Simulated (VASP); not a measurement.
The system is TiC.

```
Ti C
1.0
     0.00000    2.15930    2.15930
     2.15930    0.00000    2.15930
     2.15930    2.15930    0.00000
Ti C
1 1
Direct
  0.00000 0.00000 0.00000
  0.50000 0.50000 0.50000
```

Base run:

| Item | Value |
| --- | --- |
| Program | VASP 6.6.1 |
| Functional | r2SCAN |
| Potentials or basis | VASP PAW PBE potentials, release 64 (Ti_sv, C) |
| Cutoff | 520 eV |
| k mesh | 12 × 12 × 12 |
| Occupations | fermi-dirac, width 0.05 eV |
| Spin | no spin polarisation |

Its results: band gap on the k mesh none (metal or under the smearing width); pressure 2.7 GPa.

The run is repeated on the same cell with these changes: functional from r2SCAN to PBEsol. What comes out?

Band gap on the k mesh none (metal or under the smearing width); pressure -4.3 GPa.

Caveats: the PAW data sets were made with another functional, which shifts forces and pressure a little.
